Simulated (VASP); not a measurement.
# BaSiGe in VASP: a series of runs

The runs below take BaSiGe through single point, with PBE.

Program: VASP 6.6.1. These are calculated values, not measurements. Logs are shortened: lines on timing, memory, paths and dates and some standing lists are left out, and cuts for length are marked.

## (1) The sheet as given

The cell holds a sheet with vacuum, 3 atoms: a = 4.770 Å, b = 4.770 Å, c = 29.615 Å, α = 90.00°, β = 90.00°, γ = 90.00°.

The cell was built by a generator and needn't be a form met in nature.

## (2) Single point, PBE

Contents of INCAR:

```
SYSTEM = BaSiGe
ALGO = Fast
DIPOL = 0.5 0.5 0.286
EDIFF = 1E-7
ENCUT = 520
GGA = PE
IDIPOL = 3
ISIF = 2
ISMEAR = 0
LASPH = .TRUE.
LCHARG = .TRUE.
LDIPOL = .TRUE.
LELF = .TRUE.
LREAL = .FALSE.
LVACPOTAV = .TRUE.
LVHAR = .TRUE.
LWAVE = .FALSE.
NBANDS = 21
NELM = 100
PREC = Accurate
SIGMA = 0.02
```

Contents of KPOINTS:

```
k-points
0
G
  8 8 1
  0 0 0
```

Contents of POSCAR:

```
BaSiGe
1.0
    4.7703728986      0.0000000000      0.0000000000
    0.0000000000      4.7703728986      0.0000000000
    0.0000000000      0.0000000000     29.6148214400
Ba Si Ge
1 1 1
Direct
    0.0000000000      0.0000000000      0.2712284151
    0.5000000000      0.5000000000      0.2564724560
    0.5000000000      0.5000000000      0.3315310531
```

Potentials or basis: VASP PAW PBE potentials, release 64 (Ba_sv, Si, Ge_d).

On the command line:

```
$ cat potpaw_PBE.64/Ba_sv/POTCAR potpaw_PBE.64/Si/POTCAR potpaw_PBE.64/Ge_d/POTCAR > POTCAR
$ mpirun -np 1 vasp_std > vasp.out
```

OUTCAR:

```text
SYSTEM = BaSiGe
   EDIFF = 1E-7
   ENCUT = 520
   GGA = PE
   ISIF = 2
   ISMEAR = 0
   LASPH = .TRUE.
   LREAL = .FALSE.
   NELM = 100
   PREC = Accurate

 ion  position               nearest neighbor table
   1  0.000  0.000  0.271-   2 3.40   2 3.40   2 3.40   2 3.40   3 3.82   3 3.82   3 3.82   3 3.82

   2  0.500  0.500  0.256-   3 2.22   1 3.40   1 3.40   1 3.40   1 3.40
   3  0.500  0.500  0.332-   2 2.22   1 3.82   1 3.82   1 3.82   1 3.82

  LATTYP: Found a simple tetragonal cell.
 ALAT       =     4.7703728986
 C/A-ratio  =     6.2080726328

  Lattice vectors:

 A1 = (   4.7703728986,   0.0000000000,   0.0000000000)
 A2 = (   0.0000000000,   4.7703728986,   0.0000000000)
 A3 = (   0.0000000000,   0.0000000000,  29.6148214400)

Analysis of symmetry for initial positions (statically):
=====================================================================
 Subroutine PRICEL returns:
 Original cell was already a primitive cell.

 Routine SETGRP: Setting up the symmetry group for a
 simple tetragonal supercell.

 Subroutine GETGRP returns: Found  8 space group operations
 (whereof  8 operations were pure point group operations)
 out of a pool of 16 trial point group operations.

The static configuration has the point symmetry C_4v.

Analysis of symmetry for dynamics (positions and initial velocities):
=====================================================================
 Subroutine PRICEL returns:
 Original cell was already a primitive cell.

 Routine SETGRP: Setting up the symmetry group for a
 simple tetragonal supercell.

 Subroutine GETGRP returns: Found  8 space group operations
 (whereof  8 operations were pure point group operations)
 out of a pool of 16 trial point group operations.

The dynamic configuration has the point symmetry C_4v.

 Subroutine INISYM returns: Found  8 space group operations
 (whereof  8 operations are pure point group operations),
 and found     1 'primitive' translations

----------------------------------------------------------------------------------------

                                     Primitive cell

  volume of cell :     673.9284

  direct lattice vectors                    reciprocal lattice vectors
     4.770372899  0.000000000  0.000000000     0.209627218  0.000000000  0.000000000
     0.000000000  4.770372899  0.000000000     0.000000000  0.209627218  0.000000000
     0.000000000  0.000000000 29.614821440     0.000000000  0.000000000  0.033766876

  length of vectors
     4.770372899  4.770372899 29.614821440     0.209627218  0.209627218  0.033766876
[... 81 lines left out ...]
   POTIM  = 0.5000    time-step for ionic-motion
   TEBEG  =    0.0;   TEEND  =   0.0 temperature during run
   PSTRESS=    0.0 pullay stress
   NELECT =      28.0000    total number of electrons
   NUPDOWN=      -1.0000    fix difference up-down
   EMIN   =  10.00;   EMAX   =-10.00  energy-range for DOS
   EFERMI =   0.00;   METHOD = LEGACY
   ISMEAR =     0;   SIGMA  =   0.02  broadening in eV -4-tet -1-fermi 0-gaus
   EFERMI_NEDOS =   21; number of points for ismear=-14 and -15
   IALGO  =     68    algorithm
   IMIX   =      4    mixing-type and parameters
     AMIX     =   0.40;   BMIX     =  1.00
     AMIX_MAG =   1.60;   BMIX_MAG =  1.00
  volume/ion in A,a.u.               =     224.64      1515.96
  Fermi-wavevector in a.u.,A,eV,Ry     =   0.567009  1.071491  4.374255  0.321499
  Thomas-Fermi vector in A             =   1.605642
   LORBIT       =      0    0 simple, 1 ext, 2 COOP (PROOUT), +10 PAW based schemes
   GGA     = PE    functional components
   LHFCALC =     F    Hartree Fock is set to
   AEXX    =    0.0000 exact exchange contribution
   IVDW    =     0    specifies the selected vdW correction
   LEPSILON=     F    determine dielectric tensor
   LRPA    =     F    only Hartree local field effects (RPA)
 non-spin polarized calculation
 RMM-DIIS sequential band-by-band and
 Gauss-broadening in eV      SIGMA  =   0.02
  energy-cutoff  :      520.00
  volume of cell :      673.93
 maximum number of plane-waves:     18240
 NGX is ok and might be reduce to    36
   NGX = 17   NGY = 17   NGZ =111

 dipolmoment           0.000000      0.000000     -0.021622 electrons x Angstroem

 number of electron      27.9999994 magnetization

 dipolmoment           0.000000      0.000000      0.122198 electrons x Angstroem

 Free energy of the ion-electron system (eV)
  ---------------------------------------------------
  ext. energy  EPLUGINS =         0.00000000
  ---------------------------------------------------
  free energy    TOTEN  =       -10.95260806 eV

  energy without entropy =      -10.95260806  energy(sigma->0) =      -10.95260806

 E-fermi :  -3.1659     XC(G=0):  -1.7610

 val. band max:       -3.3371651076   @ k =   0.5000   0.5000   0.0000
 cond. band min:      -2.8364249039   @ k =   0.5000   0.5000   0.0000
 fundamental gap:      0.5007402037
 Fermi energy:        -3.1659484987

 k-point     1 :       0.0000    0.0000    0.0000
  band No.  band energies     occupation
      1     -31.5395      2.00000
      2     -26.9506      2.00000
      3     -26.9476      2.00000
      4     -26.8118      2.00000
      5     -26.8118      2.00000
      6     -26.8094      2.00000
[... 349 lines left out ...]
     20       1.1891      0.00000
     21       1.1891      0.00000

------------------------ aborting loop because EDIFF is reached ----------------------------------------

 vacuum level on the upper side and lower side of the slab       (xc-potential included)         0.294        -0.415

  FORCE on cell =-STRESS in cart. coord.  units (eV):
  Direction    XX          YY          ZZ          XY          YZ          ZX
  --------------------------------------------------------------------------------------
  -------------------------------------------------------------------------------------
  Total        0.1837343      0.1837343      0.0139003      0.0000000     -0.0000000      0.0000000
  in kB        0.4368045      0.4368045      0.0330461      0.0000000     -0.0000000      0.0000000
  external PRESSURE =       0.3022184 kB  Pullay stress =       0.0000000 kB

 VOLUME and BASIS-vectors are now :
 -----------------------------------------------------------------------------
  energy-cutoff  :      520.00
  volume of cell :      673.93
      direct lattice vectors                 reciprocal lattice vectors
     4.770372899  0.000000000  0.000000000     0.209627218  0.000000000  0.000000000
     0.000000000  4.770372899  0.000000000     0.000000000  0.209627218  0.000000000
     0.000000000  0.000000000 29.614821440     0.000000000  0.000000000  0.033766876

 POSITION                                       TOTAL-FORCE (eV/Angst)
 -----------------------------------------------------------------------------------
      0.00000      0.00000      8.03238        -0.000000      0.000000      0.004155
      2.38519      2.38519      7.59539        -0.000000     -0.000000     -0.011995
      2.38519      2.38519      9.81823         0.000000      0.000000      0.007840
 -----------------------------------------------------------------------------------
    total drift:                                0.000000     -0.000000      0.000419

  FREE ENERGIE OF THE ION-ELECTRON SYSTEM (eV)
  ---------------------------------------------------
  free  energy   TOTEN  =       -10.9526080569 eV

  energy  without entropy=      -10.9526080569  energy(sigma->0) =      -10.95260806

 vacuum level on the upper side and lower side of the slab         1.588         0.616
```

It took 14 min on 1 thread of Intel Xeon Platinum 8488C (Sapphire Rapids), shared host; peak memory 0.73 GiB.

What came out:

```
Free energy                            : -10.9526 eV
Largest force                          : 0.012 eV/Å
Band gap on the k mesh                 : 0.50 eV, direct
Ionisation potential of the upper face : 4.93 eV
```

Forces on the atoms (eV/Å):
```
Ba   0.000  0.000  0.004
Si   0.000  0.000 -0.012
Ge   0.000  0.000  0.008
```

Caveat: spin-orbit coupling is left out, which moves the levels of the heavy elements. PBE gaps usually lie below the measured ones, often by a third to a half.

## (3) Single point, PBE

Contents of INCAR:

```
PREC = Accurate
ENCUT = 520
EDIFF = 1E-6
ISMEAR = 0
SIGMA = 0.1
LREAL = F
LASPH = T
NELM = 100
ALGO = Normal
ISIF = 2
LWAVE = F
LCHARG = T
LDIPOL = T
IDIPOL = 3
DIPOL = 0.5 0.5 0.286
GGA = PE
LELF = T
LVHAR = T
LVACPOTAV = T
NBANDS = 21
```

Contents of KPOINTS:

```
regular mesh
0
Gamma
  4 4 1
```

POSCAR is that of step 2.

Potentials or basis: VASP PAW PBE potentials, release 64 (Ba_sv, Si, Ge_d).

On the command line:

```
$ cat potpaw_PBE.64/Ba_sv/POTCAR potpaw_PBE.64/Si/POTCAR potpaw_PBE.64/Ge_d/POTCAR > POTCAR
$ mpirun -np 1 vasp_std > vasp.out
```

Wall time 1.9 min (1 thread of Intel Xeon Platinum 8488C (Sapphire Rapids), shared host); peak memory 0.63 GiB.

It converged, with:

- Free energy: -10.9385 eV
- Largest force: 0.015 eV/Å
- Band gap on the k mesh: 0.49 eV, direct
- Ionisation potential of the upper face: 4.92 eV

Forces on the atoms (eV/Å):
```
Ba   0.000  0.000 -0.004
Si   0.000  0.000  0.015
Ge   0.000  0.000 -0.010
```

Levels at points of the mesh, in eV from the valence-band top:
| k point | band 11 | band 12 | band 13 | band 14 | band 15 | band 16 | band 17 | band 18 |
| --- | --- | --- | --- | --- | --- | --- | --- | --- |
| (0.00, 0.00, 0.00) | -4.80 | -0.60 | -0.04 | -0.04 | 1.10 | 1.85 | 1.85 | 2.52 |
| (0.50, 0.00, 0.00) | -4.55 | -2.13 | -1.00 | -0.35 | 0.81 | 2.52 | 2.63 | 3.35 |
| (0.50, 0.50, 0.00) | -4.49 | -0.99 | -0.99 | 0.00 | 0.49 | 0.49 | 2.85 | 4.26 |

Caveat: spin-orbit coupling is left out, which moves the levels of the heavy elements.
